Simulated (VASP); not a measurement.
# Ge53As (F-43m) in VASP: relaxation of cell and atoms with PBEsol

Aim: the relaxation of cell and atoms of Ge53As with PBEsol.

All numbers are computed with VASP 6.6.1; they aren't measurements. Logs are shortened: lines on timing, memory, paths and dates and some standing lists are left out, and cuts for length are marked.

## Step 1: Starting point

The structure is cubic, space group F-43m (No. 216). Conventional cell: a = 17.040 Å, b = 17.040 Å, c = 17.040 Å, α = 90.00°, β = 90.00°, γ = 90.00°. Around As (site symmetry -43m) lie 4 Ge at 2.46 Å. Ge (site symmetry 3m) is surrounded by 1 As at 2.46 Å and 3 Ge at 2.46 Å. Ge (site symmetry m) is surrounded by 4 Ge at 2.46 Å. Around Ge (site symmetry 2mm) lie 4 Ge at 2.46 Å. Ge (site symmetry 3m) has 4 Ge at 2.46 Å as nearest neighbours. Ge (site symmetry m) has 4 Ge at 2.46 Å as nearest neighbours. Ge (site symmetry 3m) has 4 Ge at 2.46 Å as nearest neighbours. Ge (site symmetry 3m) has 4 Ge at 2.46 Å as nearest neighbours.

The cell was built by a generator and needn't be a form met in nature.

## Step 2: Relaxation of cell and atoms, PBEsol

Input file INCAR:

```
SYSTEM = Ge53As
ALGO = Normal
EDIFF = 1E-7
EDIFFG = -0.005
ENCUT = 350
GGA = PS
IBRION = 2
ISIF = 3
ISMEAR = 0
LASPH = .True.
LCHARG = .False.
LREAL = .False.
LWAVE = .False.
NELM = 80
NSW = 40
PREC = Accurate
SIGMA = 0.05
```

Input file KPOINTS:

```
k-points
0
Gamma
  2 2 2
  0 0 0
```

Input file POSCAR:

```
Ge53As
1.0
    0.0000000000      8.5200000000      8.5200000000
    8.5200000000      0.0000000000      8.5200000000
    8.5200000000      8.5200000000      0.0000000000
As Ge
1 53
Direct
    0.0000000000      0.0000000000      0.0000000000
    0.0833333300      0.0833333300      0.0833333300
    0.0000000000      0.0000000000      0.3333333300
    0.0833333300      0.0833333300      0.4166666700
    0.0000000000      0.0000000000      0.6666666700
    0.0833333300      0.0833333300      0.7500000000
    0.0000000000      0.3333333300      0.0000000000
    0.0833333300      0.4166666700      0.0833333300
    0.0000000000      0.3333333300      0.3333333300
    0.0833333300      0.4166666700      0.4166666700
    0.0000000000      0.3333333300      0.6666666700
    0.0833333300      0.4166666700      0.7500000000
    0.0000000000      0.6666666700      0.0000000000
    0.0833333300      0.7500000000      0.0833333300
    0.0000000000      0.6666666700      0.3333333300
    0.0833333300      0.7500000000      0.4166666700
    0.0000000000      0.6666666700      0.6666666700
    0.0833333300      0.7500000000      0.7500000000
    0.3333333300      0.0000000000      0.0000000000
    0.4166666700      0.0833333300      0.0833333300
    0.3333333300      0.0000000000      0.3333333300
    0.4166666700      0.0833333300      0.4166666700
    0.3333333300      0.0000000000      0.6666666700
    0.4166666700      0.0833333300      0.7500000000
    0.3333333300      0.3333333300      0.0000000000
    0.4166666700      0.4166666700      0.0833333300
    0.3333333300      0.3333333300      0.3333333300
    0.4166666700      0.4166666700      0.4166666700
    0.3333333300      0.3333333300      0.6666666700
    0.4166666700      0.4166666700      0.7500000000
    0.3333333300      0.6666666700      0.0000000000
    0.4166666700      0.7500000000      0.0833333300
    0.3333333300      0.6666666700      0.3333333300
    0.4166666700      0.7500000000      0.4166666700
    0.3333333300      0.6666666700      0.6666666700
    0.4166666700      0.7500000000      0.7500000000
    0.6666666700      0.0000000000      0.0000000000
    0.7500000000      0.0833333300      0.0833333300
    0.6666666700      0.0000000000      0.3333333300
    0.7500000000      0.0833333300      0.4166666700
    0.6666666700      0.0000000000      0.6666666700
    0.7500000000      0.0833333300      0.7500000000
    0.6666666700      0.3333333300      0.0000000000
    0.7500000000      0.4166666700      0.0833333300
    0.6666666700      0.3333333300      0.3333333300
    0.7500000000      0.4166666700      0.4166666700
    0.6666666700      0.3333333300      0.6666666700
    0.7500000000      0.4166666700      0.7500000000
    0.6666666700      0.6666666700      0.0000000000
    0.7500000000      0.7500000000      0.0833333300
    0.6666666700      0.6666666700      0.3333333300
    0.7500000000      0.7500000000      0.4166666700
    0.6666666700      0.6666666700      0.6666666700
    0.7500000000      0.7500000000      0.7500000000
```

Potentials or basis: VASP PAW PBE potentials, release 64 (As, Ge).

Run with:

```bash
cat potpaw_PBE.64/As/POTCAR potpaw_PBE.64/Ge/POTCAR > POTCAR
mpirun -np 1 vasp_std > vasp.out
```

OUTCAR:

```text
SYSTEM = Ge53As
   EDIFF = 1E-7
   EDIFFG = -0.005
   ENCUT = 350
   GGA = PS
   IBRION = 2
   ISIF = 3
   ISMEAR = 0
   LASPH = .True.
   LREAL = .False.
   NELM = 80
   NSW = 40
   PREC = Accurate

 ion  position               nearest neighbor table
   1  0.000  0.000  0.000-   2 2.46   6 2.46  14 2.46  38 2.46
   2  0.083  0.083  0.083-   1 2.46   3 2.46   7 2.46  19 2.46
   3  0.000  0.000  0.333-   2 2.46   4 2.46  16 2.46  40 2.46
   4  0.083  0.083  0.417-   3 2.46   5 2.46   9 2.46  21 2.46
   5  0.000  0.000  0.667-   6 2.46   4 2.46  18 2.46  42 2.46
   6  0.083  0.083  0.750-   5 2.46   1 2.46  11 2.46  23 2.46
[... 46 lines left out ...]
  53  0.667  0.667  0.667-  54 2.46  48 2.46  52 2.46  36 2.46
  54  0.750  0.750  0.750-  53 2.46  41 2.46  49 2.46  17 2.46

  LATTYP: Found a face centered cubic cell.
 ALAT       =    17.0400000000

  Lattice vectors:

 A1 = (   0.0000000000,   8.5200000000,   8.5200000000)
 A2 = (   8.5200000000,   0.0000000000,   8.5200000000)
 A3 = (   8.5200000000,   8.5200000000,   0.0000000000)

Analysis of symmetry for initial positions (statically):
=====================================================================
 Subroutine PRICEL returns:
 Original cell was already a primitive cell.

 Routine SETGRP: Setting up the symmetry group for a
 face centered cubic supercell.

 Subroutine GETGRP returns: Found 24 space group operations
 (whereof 24 operations were pure point group operations)
 out of a pool of 48 trial point group operations.

The static configuration has the point symmetry T_d .

Analysis of symmetry for dynamics (positions and initial velocities):
=====================================================================
 Subroutine PRICEL returns:
 Original cell was already a primitive cell.

 Routine SETGRP: Setting up the symmetry group for a
 face centered cubic supercell.

 Subroutine GETGRP returns: Found 24 space group operations
 (whereof 24 operations were pure point group operations)
 out of a pool of 48 trial point group operations.

The dynamic configuration has the point symmetry T_d .

 Subroutine INISYM returns: Found 24 space group operations
 (whereof 24 operations are pure point group operations),
 and found     1 'primitive' translations

----------------------------------------------------------------------------------------

                                     Primitive cell

  volume of cell :    1236.9404

  direct lattice vectors                    reciprocal lattice vectors
     0.000000000  8.520000000  8.520000000    -0.058685446  0.058685446  0.058685446
     8.520000000  0.000000000  8.520000000     0.058685446 -0.058685446  0.058685446
[... 181 lines left out ...]
   EFERMI =   0.00;   METHOD = LEGACY
   ISMEAR =     0;   SIGMA  =   0.05  broadening in eV -4-tet -1-fermi 0-gaus
   EFERMI_NEDOS =   21; number of points for ismear=-14 and -15
   IALGO  =     38    algorithm
   IMIX   =      4    mixing-type and parameters
     AMIX     =   0.40;   BMIX     =  1.00
     AMIX_MAG =   1.60;   BMIX_MAG =  1.00
  volume/ion in A,a.u.               =      22.91       154.58
  Fermi-wavevector in a.u.,A,eV,Ry     =   0.916456  1.731852 11.427429  0.839892
  Thomas-Fermi vector in A             =   2.041314
   LORBIT       =      0    0 simple, 1 ext, 2 COOP (PROOUT), +10 PAW based schemes
   GGA     = PS    functional components
   LHFCALC =     F    Hartree Fock is set to
   AEXX    =    0.0000 exact exchange contribution
   IVDW    =     0    specifies the selected vdW correction
   LEPSILON=     F    determine dielectric tensor
   LRPA    =     F    only Hartree local field effects (RPA)
 conjugate gradient relaxation of ions
 non-spin polarized calculation
 Gauss-broadening in eV      SIGMA  =   0.05
  energy-cutoff  :      350.00
  volume of cell :     1236.94
 maximum number of plane-waves:     18456
 NGX is ok and might be reduce to    80
   NGX = 37   NGY = 37   NGZ = 37

--------------------------------------- Ionic step        1  -------------------------------------------

 number of electron     216.9999996 magnetization

 Free energy of the ion-electron system (eV)
  ---------------------------------------------------
  ext. energy  EPLUGINS =         0.00000000
  ---------------------------------------------------
  free energy    TOTEN  =      -263.14532699 eV

  energy without entropy =     -263.13086988  energy(sigma->0) =     -263.13809844

------------------------ aborting loop because EDIFF is reached ----------------------------------------

  FORCE on cell =-STRESS in cart. coord.  units (eV):
  Direction    XX          YY          ZZ          XY          YZ          ZX
  --------------------------------------------------------------------------------------
  -------------------------------------------------------------------------------------
  Total        9.0146207      9.0146207      9.0146207      0.0000000      0.0000000      0.0000000
  in kB       11.6764080     11.6764080     11.6764080      0.0000000      0.0000000      0.0000000
  external PRESSURE =      11.6764080 kB  Pullay stress =       0.0000000 kB
[... 603 lines left out ...]
--------------------------------------- Ionic step        8  -------------------------------------------

 number of electron     216.9999989 magnetization

 Free energy of the ion-electron system (eV)
  ---------------------------------------------------
  ext. energy  EPLUGINS =         0.00000000
  ---------------------------------------------------
  free energy    TOTEN  =      -263.28696517 eV

  energy without entropy =     -263.26494573  energy(sigma->0) =     -263.27595545

 E-fermi :   3.4010     XC(G=0):  -9.1667

 val. band max:        3.3926534252   @ k =   0.0000   0.0000   0.0000
 cond. band min:       3.6557601845   @ k =   0.0000   0.0000   0.0000
 fundamental gap:      0.2631067593
 Fermi energy:         3.4009565332

 k-point     1 :       0.0000    0.0000    0.0000
  band No.  band energies     occupation
      1      -9.3779      2.00000
      2      -8.7585      2.00000
      3      -7.9409      2.00000
      4      -7.9409      2.00000
      5      -7.9409      2.00000
      6      -7.9199      2.00000
[... 358 lines left out ...]
    119       4.9341      0.00000
    120       4.9379      0.00000
 [bands above 120 left out]

------------------------ aborting loop because EDIFF is reached ----------------------------------------

  FORCE on cell =-STRESS in cart. coord.  units (eV):
  Direction    XX          YY          ZZ          XY          YZ          ZX
  --------------------------------------------------------------------------------------
  -------------------------------------------------------------------------------------
  Total        0.0500828      0.0500828      0.0500828     -0.0000000     -0.0000000     -0.0000000
  in kB        0.0637094      0.0637094      0.0637094     -0.0000000     -0.0000000     -0.0000000
  external PRESSURE =       0.0637094 kB  Pullay stress =       0.0000000 kB
[... 69 lines left out ...]
  FREE ENERGIE OF THE ION-ELECTRON SYSTEM (eV)
  ---------------------------------------------------
  free  energy   TOTEN  =      -263.2869651686 eV

  energy  without entropy=     -263.2649457302  energy(sigma->0) =     -263.27595545

 reached required accuracy - stopping structural energy minimisation
```

Run time: 51 min. Hardware: 1 thread of Intel Xeon 6975P-C (Granite Rapids), shared host; peak memory 1.1 GiB.

Results:

* Free energy: -263.2870 eV
* Relaxed volume: 23.32 Å³/atom
* Relaxed cell: a = 12.122 Å, b = 12.122 Å, c = 12.122 Å, α = 60.00°, β = 60.00°, γ = 60.00°
* Space group after relaxing (to 0.05 Å): F-43m (No. 216)
* Energy gained by relaxing: 2.6 meV/atom
* Ionic steps: 8
* Pressure after relaxing: 0.0 GPa
* Band gap on the k mesh: none (metal or under the smearing width)

Step by step:
```csv
step,energy change (eV),largest force (eV/Å),pressure (GPa),volume (Å³)
1,0.0000,0.4494,1.17,1236.94
2,-0.1151,0.2006,-0.35,1267.07
3,-0.1181,0.2324,-0.15,1262.81
4,-0.1327,0.1194,-0.06,1260.98
5,-0.1387,0.0574,0.04,1258.85
6,-0.1413,0.0152,0.00,1259.68
7,-0.1415,0.0133,-0.02,1259.95
8,-0.1416,0.0045,0.01,1259.49
```

Final structure:
```
As Ge
1.0
     0.00000    8.57147    8.57147
     8.57147    0.00000    8.57147
     8.57147    8.57147    0.00000
As Ge
1 53
Cartesian
  0.0000 0.0000 0.0000
  1.4563 1.4563 1.4563
  11.4355 11.4355 17.1272
  4.2857 4.2857 1.4358
  14.2789 14.2789 17.1272
  7.1152 7.1152 1.4563
  11.4355 17.1272 11.4355
  4.2857 1.4358 4.2857
  5.7157 11.4273 11.4273
  7.1356 4.2857 4.2857
  8.5872 14.2789 11.4355
  9.9996 7.1434 4.2939
  14.2789 17.1272 14.2789
  7.1152 1.4563 7.1152
  8.5872 11.4355 14.2789
  9.9996 4.2939 7.1434
  11.4301 14.2843 14.2843
  12.8491 7.1434 7.1434
  17.1272 11.4355 11.4355
  1.4358 4.2857 4.2857
  11.4273 5.7157 11.4273
  4.2857 7.1356 4.2857
  14.2789 8.5872 11.4355
  7.1434 9.9996 4.2939
  11.4273 11.4273 5.7157
  4.2857 4.2857 7.1356
  5.7157 5.7157 5.7157
  7.1431 7.1431 7.1431
  8.5715 8.5715 5.7178
  9.9999 9.9999 7.1431
  14.2789 11.4355 8.5872
  7.1434 4.2939 9.9996
  8.5715 5.7178 8.5715
  9.9999 7.1431 9.9999
  11.4251 8.5715 8.5715
  12.8491 9.9996 9.9996
  17.1272 14.2789 14.2789
  1.4563 7.1152 7.1152
  11.4355 8.5872 14.2789
  4.2939 9.9996 7.1434
  14.2843 11.4301 14.2843
  7.1434 12.8491 7.1434
  11.4355 14.2789 8.5872
  4.2939 7.1434 9.9996
  5.7178 8.5715 8.5715
  7.1431 9.9999 9.9999
  8.5715 11.4251 8.5715
  9.9996 12.8491 9.9996
  14.2843 14.2843 11.4301
  7.1434 7.1434 12.8491
  8.5715 8.5715 11.4251
  9.9996 9.9996 12.8491
  11.4301 11.4301 11.4301
  12.8572 12.8572 12.8572
```

Caveat: the PAW data sets were made with another functional, which shifts forces and pressure a little.
